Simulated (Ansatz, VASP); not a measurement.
**Cross-check of InTe2 between VASP and Ansatz**

One calculation is typed for both programs; each brings its own data sets. How far apart do they land? The cell is generated by rule, not measured, and may not be a known phase. The cell is taken from a series of runs on this material, whose earlier steps may have relaxed, scaled, displaced or heated it; both programs get it as it stands.

Main program and level: Ansatz 0.2.0; plane waves, with VASP 6.6.1 beside it; relaxation of cell and atoms at PBE with D3(BJ).

### Step 1. Starting point

The structure is cubic, space group Fm-3m (No. 225). Conventional cell: a = 7.242 Å, b = 7.242 Å, c = 7.242 Å, α = 90.00°, β = 90.00°, γ = 90.00°. Nearest to In lie 8 Te at 3.14 Å. Te has 4 In at 3.14 Å nearest. Farther neighbours and most contacts between anions are not listed.

### Step 2. VASP: relaxation of cell and atoms, PBE with D3(BJ), pair 1

The relaxed volume is the usual yardstick between codes: in a stiff, nearly cubic crystal its relative difference is about their pressure difference at one cell divided by the bulk modulus.

Lines of VASP's logs that name or quote its potential files are left out, and so is its time.

File INCAR:

```
SYSTEM = InTe2
PREC = Accurate
ENCUT = 500
EDIFF = 1E-07
NELM = 120
ISMEAR = 0
SIGMA = 0.1
LREAL = .FALSE.
ALGO = Normal
GGA = PE
IVDW = 12
NBANDS = 18
LORBIT = 11
LWAVE = .FALSE.
LCHARG = .FALSE.
ISIF = 3
IBRION = 2
NSW = 80
EDIFFG = -0.005
LASPH = .TRUE.
GGA_COMPAT = .FALSE.
NELMIN = 4
KPAR = 2
```

File POSCAR:

```
InTe2
1.0
    0.0000000000      3.6210370000      3.6210370000
    3.6210370000      0.0000000000      3.6210370000
    3.6210370000      3.6210370000      0.0000000000
In Te
1 2
Direct
    0.0000000000      0.0000000000      0.0000000000
    0.7500000000      0.7500000000      0.7500000000
    0.2500000000      0.2500000000      0.2500000000
```

File KPOINTS:

```
Automatic mesh
0
Gamma
10 10 10
0 0 0
```

Potentials, in the order of the species: In_d and Te (PBE family, release 64).

Launch:

```console
mpirun -np 2 vasp_std
```

Numbers of over 12 decimals in the logs are rounded to 6 here.

Output:

```text
[banner, memory and clock lines left out]
running    2 mpi-ranks, on    1 nodes
 distrk:  each k-point on    1 cores,    2 groups
 distr:  one band on    1 cores,    1 groups

 POSCAR found type information on POSCAR InTe
 POSCAR found :  2 types and       3 ions
 LDA part: xc-table for (Slater+PW92), standard interpolation
 POSCAR, INCAR and KPOINTS ok, starting setup
 FFT: planning ... GRIDC
 FFT: planning ... GRID_SOFT
 FFT: planning ... GRID
 WAVECAR not read
 entering main loop
       N       E                     dE             d eps       ncg     rms          rms(c)
DAV:   1     0.167713549779E+03    0.16771E+03   -0.10252E+04  1692   0.126E+03
DAV:   2     0.700371450647E+01   -0.16071E+03   -0.15684E+03  1820   0.300E+02
DAV:   3    -0.781750208989E+01   -0.14821E+02   -0.14448E+02  2200   0.924E+01
DAV:   4    -0.839721493059E+01   -0.57971E+00   -0.57513E+00  2250   0.180E+01
DAV:   5    -0.841426352023E+01   -0.17049E-01   -0.17044E-01  2244   0.306E+00    0.798E+00
DAV:   6    -0.836256708394E+01    0.51696E-01   -0.13561E-01  2010   0.571E+00    0.492E+00
DAV:   7    -0.836100563160E+01    0.15615E-02   -0.41825E-02  2232   0.212E+00    0.578E-01
DAV:   8    -0.836029830772E+01    0.70732E-03   -0.72023E-03  1920   0.113E+00    0.137E-01
DAV:   9    -0.836059771316E+01   -0.29941E-03   -0.66233E-04  1818   0.225E-01    0.502E-02
DAV:  10    -0.836060979041E+01   -0.12077E-04   -0.28440E-05  2414   0.380E-02    0.324E-02
DAV:  11    -0.836063016847E+01   -0.20378E-04   -0.26163E-05  1764   0.372E-02    0.166E-02
DAV:  12    -0.836063398544E+01   -0.38170E-05   -0.71534E-06  1882   0.169E-02    0.787E-03
DAV:  13    -0.836063466471E+01   -0.67926E-06   -0.60842E-07  1704   0.430E-03    0.510E-03
DAV:  14    -0.836063534086E+01   -0.67616E-06   -0.35603E-07  1504   0.301E-03    0.155E-03
DAV:  15    -0.836063533655E+01    0.43156E-08   -0.10617E-08  1196   0.110E-03
   1 F= -.95290869E+01 E0= -.95213959E+01  d E =-.952909E+01
 curvature:   0.00 expect dE= 0.000E+00 dE for cont linesearch  0.000E+00
 trial: gam= 0.00000 g(F)=  0.445E-47 g(S)=  0.136E-03 ort = 0.000E+00 (trialstep = 0.100E+01)
 search vector abs. value=  0.136E-03
 bond charge predicted
       N       E                     dE             d eps       ncg     rms          rms(c)
DAV:   1    -0.836501260650E+01   -0.43773E-02   -0.30602E-02  2200   0.267E+00    0.220E-01
DAV:   2    -0.836407984193E+01    0.93276E-03   -0.20270E-03  2174   0.819E-01    0.866E-02
DAV:   3    -0.836388935965E+01    0.19048E-03   -0.48969E-04  2222   0.341E-01    0.263E-02
DAV:   4    -0.836387890992E+01    0.10450E-04   -0.25757E-05  2110   0.446E-02    0.241E-02
DAV:   5    -0.836387539888E+01    0.35110E-05   -0.20987E-06  2514   0.200E-02    0.147E-02
DAV:   6    -0.836387358373E+01    0.18152E-05   -0.10395E-06  2060   0.890E-03    0.108E-03
DAV:   7    -0.836387364521E+01   -0.61481E-07   -0.35906E-08  1034   0.225E-03
   2 F= -.95291327E+01 E0= -.95213985E+01  d E =-.457228E-04
 trial-energy change:   -0.000046  1 .order   -0.000051   -0.000136    0.000035
 step:   0.7644(harm=  0.7952)  dis= 0.00000  next Energy=    -9.529137 (dE=-0.499E-04)
 reached required accuracy - stopping structural energy minimisation
```

OUTCAR, selected parts (step 2):

```text
ion  position               nearest neighbor table
   1  0.000  0.000  0.000-   2 3.14   3 3.14   2 3.14   2 3.14   2 3.14   3 3.14   3 3.14   3 3.14

  LATTYP: Found a face centered cubic cell.
 ALAT       =     7.2420740000

 Subroutine GETGRP returns: Found 48 space group operations
 (whereof 48 operations were pure point group operations)

The static configuration has the point symmetry O_h .

 Found     47 irreducible k-points:

   k-points           NKPTS =     47   k-points in BZ     NKDIM =     47   number of bands    NBANDS=     18

   dimension x,y,z NGX =    40 NGY =   40 NGZ =   40
   dimension x,y,z NGXF=    80 NGYF=   80 NGZF=   80

   ENCUT  =  500.0 eV  36.75 Ry    6.06 a.u.   9.34  9.34  9.34*2*pi/ulx,y,z

   NELECT =      25.0000    total number of electrons

 k-points in reciprocal lattice and weights: Automatic mesh
   0.00000000  0.00000000  0.00000000       0.001
   0.10000000  0.00000000  0.00000000       0.008
   0.20000000  0.00000000  0.00000000       0.008
   0.30000000  0.00000000  0.00000000       0.008
   0.40000000  0.00000000  0.00000000       0.008
   0.50000000  0.00000000  0.00000000       0.004
   0.10000000  0.10000000  0.00000000       0.006
   0.20000000  0.10000000  0.00000000       0.024
   0.30000000  0.10000000  0.00000000       0.024
[...]
-0.30000000  0.40000000  0.20000000       0.024
  -0.30000000  0.50000000  0.20000000       0.012

 Edisp (eV)   -1.16845

 average (electrostatic) potential at core
       1 -95.2654       2 -88.5238       3 -88.5238

 E-fermi :   6.1598

 k-point     1 :       0.0000    0.0000    0.0000
  band No.  band energies     occupation
    ...
     10       3.3619      2.00000
     11       4.0182      2.00000
     12       5.0904      2.00000
     13       5.0904      2.00000
     14       5.0904      2.00000
     15       8.0805      0.00000
     16       8.0805      0.00000
     17       8.0805      0.00000
     18      11.0285      0.00000

 k-point     2 :       0.1000    0.0000    0.0000
  band No.  band energies     occupation
    ...
     10       3.3361      2.00000
     11       3.6524      2.00000
     12       5.0091      2.00000
     13       5.0091      2.00000
     14       5.8672      1.99996
     15       8.1775      0.00000
     16       8.1855      0.00000
     17       8.1855      0.00000
     18      11.3103      0.00000

 k-point     3 :       0.2000    0.0000    0.0000
  band No.  band energies     occupation
    ...
      9       3.2819      2.00000
     10       3.2819      2.00000
     11       3.6177      2.00000
     12       4.7853      2.00000
     13       4.7853      2.00000
     14       6.7262      0.00000
     15       8.5395      0.00000
     16       8.5395      0.00000
     17       8.8021      0.00000
     18      12.0556      0.00000

 Edisp (eV)   -1.16526

  Total      -0.01369    -0.01369    -0.01369    -0.00000     0.00000    -0.00000
  in kB      -0.23044    -0.23044    -0.23044    -0.00000     0.00000    -0.00000
  external pressure =       -0.23 kB  Pullay stress =        0.00 kB

  energy-cutoff  :      500.00
  volume of cell :       95.20
      direct lattice vectors                 reciprocal lattice vectors
     0.000000000  3.624132314  3.624132314    -0.137964058  0.137964058  0.137964058
     3.624132314  0.000000000  3.624132314     0.137964058 -0.137964058  0.137964058
     3.624132314  3.624132314  0.000000000     0.137964058  0.137964058 -0.137964058

 POSITION                                       TOTAL-FORCE (eV/Angst)
 -----------------------------------------------------------------------------------
      7.24826      3.62413      3.62413         0.000000     -0.000000      0.000000
      5.43620      5.43620      5.43620        -0.000000     -0.000000     -0.000000
      1.81207      1.81207      1.81207         0.000000      0.000000      0.000000
 -----------------------------------------------------------------------------------
    total drift:                               -0.000000      0.000000      0.000000

  FREE ENERGIE OF THE ION-ELECTRON SYSTEM (eV)
  ---------------------------------------------------
  free  energy   TOTEN  =        -9.5291326517 eV

  energy  without entropy=       -9.5136644416  energy(sigma->0) =       -9.52139855

 reached required accuracy - stopping structural energy minimisation

 total charge
# of ion       s       p       d       tot
------------------------------------------
    1        0.905   0.484   9.889  11.278
    2        1.423   1.856   0.031   3.310
    3        1.423   1.856   0.031   3.310
--------------------------------------------------
tot          3.750   4.196   9.951  17.897

[... 3 further parts left out ...]
```

CONTCAR:

```
InTe2
   1.00000000000000
     0.0000000000000000    3.6241323143917685    3.6241323143917685
     3.6241323143917685    0.0000000000000000    3.6241323143917685
     3.6241323143917685    3.6241323143917685    0.0000000000000000
  In              Te
     1     2
Direct
     0.0000000000000000    1.0000000000000000    1.0000000000000000
     0.7500000000000000    0.7500000000000000    0.7500000000000000
     0.2500000000000000    0.2500000000000000    0.2500000000000000
```

This run has no spin polarisation. Its electron count is odd, so without a moment it is a metal by construction. The run keeps the 48 symmetry operations of its start, so it cannot find a distortion of lower symmetry.

### Step 3. Ansatz: relaxation of cell and atoms, PBE with D3(BJ), pair 1

Ansatz runs on its default PAW (the set named soft_2) files.

The same cell, functional, mesh and smearing now go to Ansatz, which takes its cutoff from its data sets.

File input.yaml:

```yaml
crystal:
  lattice:
    - [0.0, 3.6210372163, 3.6210372163]
    - [3.6210372163, 0.0, 3.6210372163]
    - [3.6210372163, 3.6210372163, 0.0]
  atoms:
    - { symbol: In, position: [0.0, 0.0, 0.0] }
    - { symbol: Te, position: [0.75, 0.75, 0.75] }
    - { symbol: Te, position: [0.25, 0.25, 0.25] }
kpoints:
  mp_grid: { grid: [10, 10, 10] }
hamiltonian:
  xc: pbe
  dispersion: d3bj
scf:
  occupations: { method: gaussian, width: 0.1 }
output:
  forces: true
  stress: true
  eigenvalues: true
  write_density: true
  write_potential: true
  elf: true
  volumetric_format: npy
relax:
  adjacent_minimum: "off"
  f_tol: 0.005
  max_steps: 80
  cell: { stress_tol: 0.05 }
```

Launch:

```console
ansatz run input.yaml --threads 8 --pin off --max-ram 14336MiB --backend cpu --events-out ev --progress --plain --runs-dir out
```

Output:

```text
Engine: ansatz 0.2.0, x86_64-unknown-linux-gnu
Pseudopotentials: kind: paw
Pseudopotential: In, paw, valence charge 13, recommended cutoff 420 eV (normal), In.paw.azcp
Pseudopotential: Te, paw, valence charge 16, recommended cutoff 420 eV (normal), Te.paw.azcp
Functional definition: PBE
  parameter kappa = 0.804
  parameter beta = 0.066725
  exchange = pbe_x(kappa = kappa, mu = beta*pi^2/3)
  correlation = pbe_c(beta = beta)
Crystal: 3 atoms, lattice volume = 94.957 Å³
Basis set: ecut = 420 eV, 1837 PW (Γ), exchange–correlation on 72×72×72 points (8 copies of the dense FFT grid, shifted against one another)
Bands: 27, of which v1, the nominal top of the filled ones, is band 23 counted from 1 (22 counted from 0)
Symmetry: 48 space group operations
Space group: Fm-3m (ITA 225), of the structure as read, at distance tolerance 4.6e-5 Å
k-points: 47 of 1000
Non-local potential: In, projectors of the file, l = 0: 2, l = 1: 2, l = 2: 2, l = 3: 2
Non-local potential: Te, projectors of the file, l = 0: 2, l = 1: 2, l = 2: 2, l = 3: 2
PAW form: soft (Blöchl's): semilocal exchange-correlation on the pseudo side does not see the compensation charge
PAW one-centre angular grid: In, 590 points (default); XC on 64 Gauss nodes
PAW one-centre angular grid: Te, 590 points (default); XC on 64 Gauss nodes
Initial density: superposition of atomic densities (neutral atoms: chi_scale 0, normalization atom), corrected by the library's trained network
Initial wavefunctions: pseudopotential atomic-orbital guess
Functional: x = pbe(κ = 0.804, μ = 0.219515), c = pbe(β = 0.066725)
SCF iter   1: F=—  HF=-19558.445114 eV  |F-HF|=—  |Δ(HF+E_count)|=         —  Δρ=2.07e-3  dr2=9.11e-3  ethr=1.77e-3  ⟨swp⟩=6.2  Hψ=5528  notcnv=0
preconditioner: auto → LDOS  [metal: Δε(μ)=0.014 eV  Ē_g=11.756 eV  σ=0.100 eV  W_gap=0.08  n_scr=14 (ndim 8)  ℏωp=19.1 eV  f_vac=0.060  D(μ)=3.13/eV (n_scr^D=14)  β→1.0]
SCF iter   2: F=—  HF=-19558.442373 eV  |F-HF|=—  |Δ(HF+E_count)|=   2.74e-3  Δρ=9.64e-4  dr2=1.16e-3  ethr=2.02e-5  ⟨swp⟩=2.0  Hψ=2287  notcnv=0
SCF iter   3: F=—  HF=-19558.442372 eV  |F-HF|=—  |Δ(HF+E_count)|=   8.68e-7  Δρ=8.80e-4  dr2=5.23e-4  ethr=2.58e-6  ⟨swp⟩=2.0  Hψ=2330  notcnv=0
SCF iter   4: F=—  HF=-19558.442128 eV  |F-HF|=—  |Δ(HF+E_count)|=   2.43e-4  Δρ=8.84e-5  dr2=1.11e-5  ethr=1.16e-6  ⟨swp⟩=2.6  Hψ=2360  notcnv=0
SCF iter   5: F=—  HF=-19558.442131 eV  |F-HF|=—  |Δ(HF+E_count)|=   2.57e-6  Δρ=2.48e-5  dr2=1.20e-6  ethr=2.48e-8  ⟨swp⟩=2.0  Hψ=2033  notcnv=0
SCF iter   6: F=—  HF=-19558.442131 eV  |F-HF|=—  |Δ(HF+E_count)|=   3.55e-8  Δρ=1.12e-5  dr2=1.03e-7  ethr=2.67e-9  ⟨swp⟩=2.0  Hψ=1857  notcnv=0
SCF iter   7: F=-19558.442131 eV  HF=-19558.442131 eV  |F-HF|=2.18e-9  |Δ(HF+E_count)|=   1.34e-8  Δρ=2.10e-6  dr2=2.72e-9  ethr=2.22e-10  ⟨swp⟩=10.0  Hψ=8644  notcnv=0
SCF 1 converged in 7 iterations: F = -19558.442131 eV  dr2 = 2.72e-9
  greatest PAW one-centre occupation: 0.998 electrons in one spin orbital (limit 2), on the Te atom at site 2 (counted from 0), in its partial waves of l = 2
relax step   1: F+E_penalty+E_count = -19558.44213091 eV  Δ(F+E_penalty+E_count) = +0.000e0 eV  max|allowed force component| = 2.698e-18 eV/Å  Δτ_max = 0.0000 Å  P = +0.106 GPa  Ω = 94.957 Å³  (7 SCF iters, dr2 threshold 1.00e-7 eV, accepted)
[...]
relax step   2: F+E_penalty+E_count = -19558.44214753 eV  Δ(F+E_penalty+E_count) = -1.662e-5 eV  max|allowed force component| = 2.621e-17 eV/Å  Δτ_max = 0.0000 Å  P = -0.025 GPa  Ω = 95.242 Å³  energy of the carried Pulay correction = -5.522e-5 eV  (4 SCF iters, dr2 threshold 2.83e-8 eV, accepted)
[...]
relax step   3: F+E_penalty+E_count = -19558.44219418 eV  Δ(F+E_penalty+E_count) = -4.665e-5 eV  max|allowed force component| = 2.467e-17 eV/Å  Δτ_max = 0.0000 Å  P = -0.025 GPa  Ω = 95.242 Å³  stress off target by 2.53e-2 GPa  SCF on the basis re-selected at this cell (its energy is not comparable with the rows above)  (5 SCF iters)
basis re-selected at this cell: Δ(F+E_penalty+E_count) = -4.665e-5 eV, ΔP = -0.000 GPa vs the last step (what re-selecting the basis moved, of the pressure what is left beyond the Pulay correction that the steps carried, after the strain that the cell walked since its last selection, with what the two solves' SCF thresholds leave and, on support functions, any second-order correction that the steps lacked; it is no m [...]
SCF converged after 5 iterations
Free energy (F): -19558.442194 eV
Harris-Foulkes:  -19558.442194 eV  (|F-HF|=0.00e0)
Internal energy: -19558.426682 eV  (E = F + TS)
E sigma→0 (E₀):  -19558.434438 eV
Entropy (-TS):   -0.015512 eV (-5.171 meV/atom)
Fermi energy:    8.912323 eV
--- Per-component energies (eV) ---
  E_band       = -560.665293
  E_kinetic    = 602.774698
  E_local      = -3752.075750  (includes V_loc(G=0)·N_el)
  E_nonlocal   = -253.452653
  E_hartree    = 2105.125724
  E_xc         = -463.467680
  E_vxc        = -306.869615  (∫ρ·V_xc dr)
  E_paw        = -13478.396561  (= ΣΔE_a)
  E_vpaw       = -1061.293059  (= ΣTr[D̂ρ^β])
  E_aug_tail   = -0.000357  (compensation charges beyond the density's cutoff)
  E_ewald      = -4317.769032
  E_disp       = -1.165070  (pairwise vdW)
  E_smearing   = -0.015512  (= −TS)
  E_closure    = 0.000000  (closes the sum)
  Σ components = -19558.442194   (vs F -19558.442194, Δ=0.00e0)
--- Forces (eV/Å), atoms counted from 1 ---
  atom   1  In     0.00000000    -0.00000000     0.00000000
  atom   2  Te     0.00000000     0.00000000     0.00000000
  atom   3  Te    -0.00000000    -0.00000000    -0.00000000
  max |Σ_I F_I| component: 5.78e-18 eV/Å
--- Stress (GPa, compression-positive) ---
       -0.025254      -0.000000      -0.000000
       -0.000000      -0.025254      -0.000000
       -0.000000      -0.000000      -0.025254
  P = ⅓ Tr σ = -0.0253 GPa (-0.253 kbar)
--- Band table (eV; the first three rows and the last of 47) ---
  k-point 0: bands = [... 19 lower, 6.1163, 6.7712, 7.8441, 7.8441, 7.8441, 10.8383, 10.8383, 10.8383]
  k-point 1: bands = [... 19 lower, 6.0905, 6.4059, 7.7628, 7.7628, 8.6201, 10.9356, 10.9437, 10.9437]
  k-point 2: bands = [... 19 lower, 6.0366, 6.3713, 7.5390, 7.5390, 9.4786, 11.2987, 11.2987, 11.5603]
  k-point 46: bands = [... 19 lower, 5.7840, 7.1210, 8.8865, 9.6391, 9.8210, 12.1023, 13.5495, 13.9743]
--- Relaxed structure (2 steps of the walk, 2 accepted, 1 SCFs on fresh bases) ---
  F+E_penalty+E_count = -19558.44219418 eV   max|allowed force component| = 2.467e-17 eV/Å   (the final SCF, on the basis selected at the relaxed cell)
  cell:  # Å, volume = 95.2422 Å³
    - [0, 3.624654, 3.624654]
    - [3.624654, 0, 3.624654]
    - [3.624654, 3.624654, 0]
  atoms:
    - { symbol: In, position: [0, 0, 0] }
    - { symbol: Te, position: [0.750000, 0.750000, 0.750000] }
    - { symbol: Te, position: [0.250000, 0.250000, 0.250000] }
```

### Step 4. Comparison

Known differences besides the potentials themselves: the data sets hold 45 valence electrons in Ansatz (on its default PAW (the set named soft_2) files) and 25 in VASP; the cutoff is 420 eV in Ansatz and 500 eV in VASP; Ansatz adds a Pulay correction to the stress that steers its cell, VASP none. Total energies have different zeros and are not compared.

Compared:

| quantity | Ansatz | VASP | difference |
| --- | --- | --- | --- |
| volume (Å³) | 95.24 | 95.20 | +0.04 % |
| edge a after relaxation, in the typed setting (Å) | 5.126 | 5.125 | +0.01 % |

(Part 1 of 2 ends here.)

[Lines on the potential files, build, host, timing and source positions are cut from VASP's logs without a mark.]

[Logs are printed without paths, hosts, clocks, repeated set-up lines and the standing remarks that a program may print on its own settings, such as how far it seeks lower states.]

[Hosts, paths, dates, database ids (printed as entryN), source tags and the programs' standing remarks are cut or masked in the printed files.]
